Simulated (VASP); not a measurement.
VASP input:

INCAR:
```
SYSTEM = Co
PREC = Accurate
ENCUT = 520
EDIFF = 1E-6
NELM = 100
ALGO = Normal
LREAL = .FALSE.
LASPH = .TRUE.
ISMEAR = 1
SIGMA = 0.1
GGA = PE
IVDW = 12
LMAXMIX = 4
ISPIN = 2
MAGMOM = 1.6 1.6
LORBIT = 10
LWAVE = .FALSE.
LCHARG = .FALSE.
IBRION = 2
ISIF = 3
NSW = 60
EDIFFG = -0.01
```

### POSCAR
```
Co
1.0
  1.2339431308  -2.1372524207   0.0000000000
  1.2339431308   2.1372524207   0.0000000000
  0.0000000000   0.0000000000   3.9850099691
Co
2
direct
  0.3333330000   0.6666670000   0.2500000000
  0.6666670000   0.3333330000   0.7500000000
```

**KPOINTS**
```
Automatic
0
G
 15 15 8
```

POTCAR, in this order: Co (PBE.64 set). Program: vasp_std.

Q: Write an equivalent input for Quantum ESPRESSO's pw.x.

A: One equivalent input (not run):
```
&CONTROL
  calculation = 'vc-relax'
  pseudo_dir = './pseudo'
  outdir = './out'
  tprnfor = .true.
  tstress = .true.
  nstep = 60
  forc_conv_thr = 0.00039
/
&SYSTEM
  ibrav = 0
  nat = 2
  ntyp = 1
  ecutwfc = 96
  occupations = 'smearing'
  smearing = 'methfessel-paxton'
  degauss = 0.00735
  input_dft = 'pbe'
  vdw_corr = 'grimme-d3'
  dftd3_version = 4
  dftd3_threebody = .false.
  nspin = 2
  starting_magnetization(1) = 0.16
/
&ELECTRONS
  conv_thr = 7.3e-08
  electron_maxstep = 100
/
&IONS
/
&CELL
/
ATOMIC_SPECIES
  Co 58.933 Co.upf
CELL_PARAMETERS angstrom
     1.2339431   -2.1372524    0.0000000
     1.2339431    2.1372524   -0.0000000
    -0.0000000    0.0000000    3.9850100
ATOMIC_POSITIONS crystal
  Co   0.3333330  0.6666670  0.2500000
  Co   0.6666670  0.3333330  0.7500000
K_POINTS automatic
  15 15 8 0 0 0
```
What does not carry over: the potentials are each code's own (VASP's PAW set, PseudoDojo norm-conserving files in pw.x), so ENCUT and ecutwfc are chosen apart and not converted; conv_thr bounds pw.x's estimated SCF error, while EDIFF bounds the energy change between steps; starting_magnetization is a fraction of the valence charge and MAGMOM a moment in μB, so they match only roughly; forc_conv_thr acts on force components and is met together with etot_conv_thr.

The compound is Co in the hcp structure. It was relaxed first, which changed the volume by -5 %. The start is the result of an earlier pass.
